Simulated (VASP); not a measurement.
Input:

```
Pt
1.0
    0.00000     1.95767     1.95767
    1.95767     0.00000     1.95767
    1.95767     1.95767     0.00000
Pt
1
Direct
  0.00000   0.00000   0.00000
```

These are PBEsol GGA, VASP's PBE PAW potentials (set 64) (plane waves; VASP 6.6.1) values and carry that method's errors. Run with PREC = Normal, EDIFF = 1E-5, 400 eV cut-off, 18×18×18 Γ-centred mesh, first-order Methfessel-Paxton smearing of 0.10 eV, potentials Pt.

Unless said otherwise, spin-orbit coupling is left out, though it shifts the bands of the heavy elements here.

Task: What does the run give for the energy per atom (σ→0), band gap (on the k-mesh) with the smallest direct gap where there is one?

Result: 
```json
{
 "band gap (on the k-mesh)": "none (metal, semimetal or under 0.01 eV)",
 "energy per atom (σ→0)": "-6.960 eV/atom"
}
```

The absolute energy has meaning only against runs of the same code, potentials and settings.

The compound is Pt in the fcc structure. It was relaxed first.
